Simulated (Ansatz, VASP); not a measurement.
## Cross-check of CmSi2 between VASP and Ansatz

Aim: how closely do two programs agree when they are given the same cell, functional and k mesh?

Calculated with Ansatz 0.2.0; plane waves, with VASP 6.6.1 beside it; single point at PBE.

In doubt: an open 5f shell, unless half filled, can sit in one of many states, so energies may not be the lowest and differences between runs may mislead.

## 1. The structure

The structure is tetragonal, space group I4_1/amd (No. 141). The conventional cell has a = 3.963 Å, b = 3.963 Å, c = 13.720 Å, α = 90.00°, β = 90.00°, γ = 90.00°. Nearest to Cm lie 12 Si at 3.02 to 3.03 Å. Si has 3 Si at 2.28 to 2.29 Å and 6 Cm at 3.02 to 3.03 Å nearest. Farther neighbours are not listed.

Structure file:

```cif
data_structure
_symmetry_space_group_name_H-M 'P 1'
_symmetry_Int_Tables_number 1
_cell_length_a 7.4103
_cell_length_b 7.4103
_cell_length_c 7.4103
_cell_angle_alpha 148.981
_cell_angle_beta 148.981
_cell_angle_gamma 44.439
_cell_volume 107.74
loop_
_atom_site_label
_atom_site_type_symbol
_atom_site_fract_x
_atom_site_fract_y
_atom_site_fract_z
_atom_site_occupancy
Cm1 Cm 0.75000 0.25000 0.50000 1
Cm2 Cm 0.00000 0.00000 0.00000 1
Si3 Si 0.58300 0.58300 0.00000 1
Si4 Si 0.33300 0.83300 0.50000 1
Si5 Si 0.16700 0.66700 0.50000 1
Si6 Si 0.41700 0.41700 0.00000 1
```

## 2. Ansatz: single point, PBE

Ansatz runs on its default PAW (the set named soft_2) files.

With cell and atoms fixed, the geometry can't cause a difference; cores, projectors, grids and the points listed under the comparison can.

File input.yaml:

```yaml
crystal:
  lattice:
    - [-1.9815, 1.9815, 6.86]
    - [1.9815, -1.9815, 6.86]
    - [1.9815, 1.9815, -6.86]
  atoms:
    - { symbol: Cm, position: [0.75, 0.25, 0.5], spin: 7.0 }
    - { symbol: Cm, position: [0.0, 0.0, 0.0], spin: 7.0 }
    - { symbol: Si, position: [0.583, 0.583, 0.0] }
    - { symbol: Si, position: [0.333, 0.833, 0.5] }
    - { symbol: Si, position: [0.167, 0.667, 0.5] }
    - { symbol: Si, position: [0.417, 0.417, 0.0] }
hamiltonian:
  xc: pbe
  pseudopotentials: { kind: paw }
magnetization:
  spin_polarized: true
kpoints:
  mp_grid: { grid: [9, 9, 9] }
scf:
  occupations: { method: fermi_dirac, width: 0.05 }
  n_extra_bands: 14
output:
  forces: true
  stress: true
  eigenvalues: true
```

Launch:

```sh
> ansatz run input.yaml --threads 4 --pin off --max-ram 9216MiB --backend cpu --events-out ev --progress --plain --runs-dir out
```

Numbers of over 12 decimals in the logs are rounded to 6 here.

Output:

```text
basis.fft_grid_basis auto: the FFT boxes are laid along the combinations [[1, 0, 1], [0, 1, 1], [0, 0, 1]] of the cell's own vectors, 3.963, 3.963 and 7.410 Å long. The dense box has 27×27×50 points. Along the cell's own vectors, as sized, it would have 50×50×50, 3.43 times as many. Of the 16 symmetry operations that the crystal satisfies within crystal.symmetry.tolerance (time reversal apart; of a slab, those that k [...]
scf.n_extra_bands = 14 over 26 filled bands (N_el = 52.0): the run solves 40 bands
Engine: ansatz 0.2.0, aarch64-unknown-linux-gnu
Pseudopotentials: kind: paw
Pseudopotential: Cm, paw, valence charge 18, recommended cutoff 420 eV (normal), Cm.paw.azcp
Pseudopotential: Si, paw, valence charge 4, recommended cutoff 420 eV (normal), Si.paw.azcp
Functional definition: PBE
  parameter kappa = 0.804
  parameter beta = 0.066725
  exchange = pbe_x(kappa = kappa, mu = beta*pi^2/3)
  correlation = pbe_c(beta = beta)
Crystal: 6 atoms, lattice volume = 107.739 Å³
Basis set: ecut = 420 eV, 2155 PW (Γ), FFT grids on a1+a3, a2+a3, a3, exchange–correlation on 54×54×100 points (8 copies of the dense FFT grid, shifted against one another)
Bands: 40, of which v1, the nominal top of the filled ones, is band 26 counted from 1 (25 counted from 0)
Symmetry: 16 space group operations
Space group: I41/amd (ITA 141), of the structure as read, at distance tolerance 4.8e-5 Å
Magnetic group: BNS 141.551 (UNI 1211), of the structure as read, at distance tolerance 4.8e-5 Å
k-points: 75 of 729
Non-local potential: Cm, projectors of the file, l = 0: 3, l = 1: 2, l = 2: 2, l = 3: 3
Non-local potential: Si, projectors of the file, l = 0: 2, l = 1: 2, l = 2: 2
PAW form: soft (Blöchl's): semilocal exchange-correlation on the pseudo side does not see the compensation charge
PAW one-centre angular grid: Cm, 590 points (default); XC on 64 Gauss nodes
PAW one-centre angular grid: Si, 110 points (default); XC on 64 Gauss nodes
Initial density: superposition of atomic densities (chi_scale 0.1, normalization cell, long waves kept (reshape's long-wave potential 0.00 eV rms))
Starting moments: Σ|m| = 14 μB on 2 of 6 sites
Initial wavefunctions: pseudopotential atomic-orbital guess
Functional: x = pbe(κ = 0.804, μ = 0.219515), c = pbe(β = 0.066725)
iter 1 solved again at ethr=2.87e-3 eV; its pass at ethr=3.10e-3 eV (dr2=1.49e0 eV) is discarded
SCF iter   1: F=—  HF=-34935.210602 eV  |F-HF|=—  |Δ(HF+E_count)|=         —  Δρ=3.23e-2 (↑3.23e-2 ↓1.37e-2)  dr2=1.52e0  dr2_m=2.48e-1  M=12.782 μB ∫|m|=13.496 μB  β_m=0.30  ethr=2.87e-3  ⟨swp⟩=1.0  Hψ=34046  notcnv=0
Mixer restart at iter 1: flushing history
preconditioner: auto → Kerker (q_TF=auto, 2.416 Å⁻¹)  [metal: Δε(μ)=0.005 eV  Ē_g=10.073 eV  σ=0.050 eV  W_gap=0.02  n_scr=24 (ndim 8)  ℏωp=24.8 eV  f_vac=0.000  D(μ)=3.85/eV (n_scr^D=32)]
spin=Collinear: Kerker preconditioning applied to the charge; magnetization (m = ρ↑ − ρ↓) channel mixes plain (no charge-response kernel on spin).
SCF iter   2: F=—  HF=-34934.982369 eV  |F-HF|=—  |Δ(HF+E_count)|=   2.28e-1  Δρ=2.01e-2 (↑2.01e-2 ↓1.05e-2)  dr2=7.10e-1  dr2_m=8.57e-2  M=12.771 μB ∫|m|=13.557 μB  β_m=0.56  ethr=2.87e-3  ⟨swp⟩=2.0  Hψ=7894  notcnv=0
SCF iter   3: F=—  HF=-34934.763306 eV  |F-HF|=—  |Δ(HF+E_count)|=   2.19e-1  Δρ=3.38e-3 (↑3.38e-3 ↓3.20e-3)  dr2=3.50e-2  dr2_m=1.28e-3  M=12.672 μB ∫|m|=13.644 μB  β_m=0.69  ethr=1.37e-3  ⟨swp⟩=2.8  Hψ=11076  notcnv=0  defer=91
SCF iter   4: F=—  HF=-34934.783400 eV  |F-HF|=—  |Δ(HF+E_count)|=   2.01e-2  Δρ=1.93e-3 (↑1.53e-3 ↓1.93e-3)  dr2=1.08e-2  dr2_m=1.93e-4  M=12.592 μB ∫|m|=13.639 μB  β_m=0.84  ethr=6.72e-5  ⟨swp⟩=2.6  Hψ=10483  notcnv=0  defer=333
SCF iter   5: F=—  HF=-34934.806686 eV  |F-HF|=—  |Δ(HF+E_count)|=   2.33e-2  Δρ=1.29e-3 (↑7.88e-4 ↓1.29e-3)  dr2=1.49e-3  dr2_m=9.28e-4  M=12.528 μB ∫|m|=13.600 μB  β_m=0.92  ethr=2.08e-5  ⟨swp⟩=2.0  Hψ=11566  notcnv=0  defer=333
SCF iter   6: F=—  HF=-34934.808379 eV  |F-HF|=—  |Δ(HF+E_count)|=   1.69e-3  Δρ=4.03e-4 (↑2.24e-4 ↓4.03e-4)  dr2=1.14e-4  dr2_m=8.01e-5  M=12.511 μB ∫|m|=13.588 μB  β_m=0.90  ethr=2.87e-6  ⟨swp⟩=2.0  Hψ=10500  notcnv=0  defer=333
SCF iter   7: F=—  HF=-34934.808555 eV  |F-HF|=—  |Δ(HF+E_count)|=   1.76e-4  Δρ=6.93e-5 (↑6.53e-5 ↓6.93e-5)  dr2=6.54e-6  dr2_m=2.41e-6  M=12.505 μB ∫|m|=13.585 μB  β_m=0.95  ethr=2.20e-7  ⟨swp⟩=2.0  Hψ=10027  notcnv=0  defer=333
SCF iter   8: F=—  HF=-34934.808602 eV  |F-HF|=—  |Δ(HF+E_count)|=   4.75e-5  Δρ=8.42e-6 (↑8.42e-6 ↓5.53e-6)  dr2=1.09e-7  dr2_m=2.88e-8  M=12.504 μB ∫|m|=13.584 μB  β_m=0.98  ethr=1.26e-8  ⟨swp⟩=2.0  Hψ=9992  notcnv=0  defer=333
iter 9 met the thresholds in force, and the SCF goes on: an eigenvalue changes by 0.70 meV, over its tolerance of 0.50 meV (output.eigenvalues, Limitations)
SCF iter   9: F=-34934.808602 eV  HF=-34934.808602 eV  |F-HF|=5.27e-8  |Δ(HF+E_count)|=   1.73e-8  Δρ=5.81e-6 (↑2.06e-6 ↓5.81e-6)  dr2=7.29e-8  dr2_m=5.61e-9  M=12.504 μB ∫|m|=13.584 μB  β_m=0.99  ethr=1.92e-10  ⟨swp⟩=7.2  Hψ=25398  notcnv=0
SCF iter  10: F=-34934.808602 eV  HF=-34934.808602 eV  |F-HF|=1.94e-8  |Δ(HF+E_count)|=   4.45e-9  Δρ=2.81e-6 (↑1.39e-6 ↓2.81e-6)  dr2=2.35e-8  dr2_m=6.12e-10  M=12.504 μB ∫|m|=13.584 μB  ethr=1.40e-10  ⟨swp⟩=2.0  Hψ=16200  notcnv=0
SCF 1 converged in 10 iterations: F = -34934.808602 eV  dr2 = 2.35e-8
  greatest PAW one-centre occupation: 0.994 electrons in one spin orbital (limit 2), on the Cm atom at site 1 (counted from 0), in its partial waves of l = 0
SCF converged after 10 iterations
an eigenvalue changed by more than its tolerance at an iteration that met the thresholds in force, so the SCF went on 1 time: the last check found none over its tolerance
Magnetization: 12.5036 μB (32.2518 up, 19.7482 down)
Absolute magnetization: 13.5840 μB (∫|ρ↑−ρ↓|, with the PAW one-centre terms)
Spin contamination: 0.5565 ħ² per cell (⟨S²⟩ above its minimum at these occupations)
Per-site moments (μB) at R_I (Å): [(6.366899, 1.247733), (6.366899, 1.247733), (-0.072006, 0.939477), (-0.072006, 0.939477), (-0.072006, 0.939477), (-0.072006, 0.939477)]
Free energy (F): -34934.808602 eV
Harris-Foulkes:  -34934.808602 eV  (|F-HF|=1.94e-8)
Internal energy: -34934.777048 eV  (E = F + TS)
E sigma→0 (E₀):  -34934.792825 eV
Entropy (-TS):   -0.031554 eV (-5.259 meV/atom)
Fermi energy:    14.506468 eV
--- Per-component energies (eV) ---
  E_band       = 166.947071
  E_kinetic    = 897.631631
  E_local      = -3846.405021  (includes V_loc(G=0)·N_el)
  E_nonlocal   = 1660.532993
  E_hartree    = 1500.274937
  E_xc         = -583.278941
  E_vxc        = -585.586915  (∫ρ·V_xc dr)
  E_paw        = -29859.658208  (= ΣΔE_a)
  E_vpaw       = -959.787005  (= ΣTr[D̂ρ^β])
  E_aug_tail   = 0.000025  (compensation charges beyond the density's cutoff)
  E_ewald      = -4703.874465
  E_smearing   = -0.031554  (= −TS)
  E_closure    = 0.000000  (closes the sum)
  Σ components = -34934.808602   (vs F -34934.808602, Δ=0.00e0)
--- Forces (eV/Å), atoms counted from 1 ---
  atom   1  Cm     0.00000000    -0.00000000     0.00000000
  atom   2  Cm     0.00000000     0.00000000     0.00000000
  atom   3  Si    -0.00000000     0.00000000     0.07286205
  atom   4  Si     0.00000000    -0.00000000     0.07286205
  atom   5  Si     0.00000000     0.00000000    -0.07286205
  atom   6  Si     0.00000000     0.00000000    -0.07286205
  max |Σ_I F_I| component: 3.47e-18 eV/Å
--- Stress (GPa, compression-positive) ---
        6.159523       0.000000      -0.000000
        0.000000       6.159523      -0.000000
        0.000000       0.000000       7.957848
  P = ⅓ Tr σ = 6.7590 GPa (67.590 kbar)
--- Band table (eV; the first three rows and the last of 150) ---
  k-point 0 ↑: bands = [... 22 lower, 11.8357, 11.8589, 12.0186, 12.0393, 12.0760, 12.3969, 12.3969, 12.8958, ... 10 higher]
  k-point 1 ↑: bands = [... 22 lower, 11.8980, 11.9544, 12.0152, 12.0340, 12.0483, 12.2621, 12.5875, 12.6023, ... 10 higher]
  k-point 2 ↑: bands = [... 22 lower, 11.9125, 11.9332, 11.9932, 12.0161, 12.0960, 12.1065, 12.3149, 12.5866, ... 10 higher]
  k-point 74 ↓: bands = [... 22 lower, 15.1907, 15.3497, 15.3826, 15.3826, 15.4287, 15.4506, 15.8002, 15.8202, ... 10 higher]
```

Run time: 18 s. Hardware: 4 threads of Arm Neoverse V2, shared host; peak memory 0.76 GiB.

The run ends at a pressure of 6.76 GPa, with forces up to 0.073 eV/Å.

## 3. VASP: single point, PBE

The same cell, functional, mesh and smearing now go to VASP, with its own data sets and cutoff.

Lines of VASP's logs that name or quote its potential files are left out, and so is its time.

File INCAR:

```
SYSTEM = CmSi2
PREC = Accurate
ENCUT = 400
EDIFF = 1E-06
NELM = 150
ISMEAR = -1
SIGMA = 0.05
LREAL = .FALSE.
ALGO = Normal
GGA = PE
NBANDS = 35
ISPIN = 2
MAGMOM = 7 7 0 0 0 0
LMAXMIX = 6
AMIX = 0.2
BMIX = 1E-04
AMIX_MAG = 0.8
BMIX_MAG = 1E-04
LORBIT = 11
LWAVE = .FALSE.
LCHARG = .FALSE.
KPAR = 2
ISIF = 2
```

File POSCAR:

```
CmSi2
1.0
   -1.9815000000      1.9815000000      6.8600000000
    1.9815000000     -1.9815000000      6.8600000000
    1.9815000000      1.9815000000     -6.8600000000
Cm Si
2 4
Direct
    0.7500000000      0.2500000000      0.5000000000
    0.0000000000      0.0000000000      0.0000000000
    0.5830000000      0.5830000000      0.0000000000
    0.3330000000      0.8330000000      0.5000000000
    0.1670000000      0.6670000000      0.5000000000
    0.4170000000      0.4170000000      0.0000000000
```

File KPOINTS:

```
Automatic mesh
0
Gamma
9 9 9
0 0 0
```

Potentials, in the order of the species: Cm and Si (PBE family, release 64).

Launch:

```sh
> mpirun -np 2 vasp_std
```

Output:

```text
[banner, memory and clock lines left out]
running    2 mpi-ranks, on    1 nodes
 distrk:  each k-point on    1 cores,    2 groups
 distr:  one band on    1 cores,    1 groups

 POSCAR found type information on POSCAR CmSi
 POSCAR found :  2 types and       6 ions
 LDA part: xc-table for (Slater+PW92), standard interpolation
 POSCAR, INCAR and KPOINTS ok, starting setup
 FFT: planning ... GRIDC
 FFT: planning ... GRID_SOFT
 FFT: planning ... GRID
 WAVECAR not read
 entering main loop
       N       E                     dE             d eps       ncg     rms          rms(c)
DAV:   1     0.367915103399E+03    0.36792E+03   -0.19295E+04 10500   0.150E+03
DAV:   2     0.890176989066E+01   -0.35901E+03   -0.34008E+03 12687   0.332E+02
DAV:   3    -0.621682282639E+02   -0.71070E+02   -0.68481E+02 12163   0.137E+02
DAV:   4    -0.673759469307E+02   -0.52077E+01   -0.51461E+01 15697   0.351E+01
DAV:   5    -0.675408729209E+02   -0.16493E+00   -0.16451E+00 16004   0.603E+00    0.464E+01
DAV:   6    -0.715030518847E+02   -0.39622E+01   -0.19968E+02 16938   0.101E+02    0.852E+01
DAV:   7    -0.617602481972E+02    0.97428E+01   -0.21750E+01 15843   0.287E+01    0.448E+01
DAV:   8    -0.613779599646E+02    0.38229E+00   -0.43438E+00 16024   0.113E+01    0.365E+01
DAV:   9    -0.580789019403E+02    0.32991E+01   -0.36557E+00 17489   0.125E+01    0.322E+01
DAV:  10    -0.597738201870E+02   -0.16949E+01   -0.52254E-01 14698   0.478E+00    0.278E+01
DAV:  11    -0.596927640623E+02    0.81056E-01   -0.61268E-02 18717   0.134E+00    0.269E+01
DAV:  12    -0.600075291944E+02   -0.31477E+00   -0.52225E-01 16156   0.571E+00    0.145E+01
DAV:  13    -0.600933092786E+02   -0.85780E-01   -0.26361E-01 18355   0.291E+00    0.119E+01
DAV:  14    -0.600993993014E+02   -0.60900E-02   -0.30557E-02 15550   0.888E-01    0.107E+01
[...]
DAV:  18    -0.600767435395E+02   -0.51998E-02   -0.17082E-03 16737   0.289E-01    0.221E+00
DAV:  19    -0.600816056088E+02   -0.48621E-02   -0.13239E-03 16345   0.302E-01    0.113E+00
DAV:  20    -0.600820863387E+02   -0.48073E-03   -0.61212E-04 16164   0.189E-01    0.639E-01
DAV:  21    -0.600821388105E+02   -0.52472E-04   -0.12831E-04 17119   0.655E-02    0.371E-01
DAV:  22    -0.600821324817E+02    0.63288E-05   -0.35521E-05 16561   0.499E-02    0.197E-01
DAV:  23    -0.600821231092E+02    0.93725E-05   -0.48927E-05 14432   0.668E-02    0.680E-02
DAV:  24    -0.600821251562E+02   -0.20469E-05   -0.12333E-05 17938   0.215E-02    0.128E-02
DAV:  25    -0.600821255130E+02   -0.35686E-06   -0.75309E-07  6098   0.673E-03
   1 F= -.60082126E+02 E0= -.60066801E+02  d E =-.306487E-01  mag=    12.5711
```

[end of part 1 of 2]

[Lines on the potential files, build, host, timing and source positions are cut from VASP's logs without a mark.]

[Logs are printed without paths, hosts, clocks, repeated set-up lines and the standing remarks that a program may print on its own settings, such as how far it seeks lower states.]

[Hosts, paths, dates, database ids (printed as entryN), source tags and the programs' standing remarks are cut or masked in the printed files.]
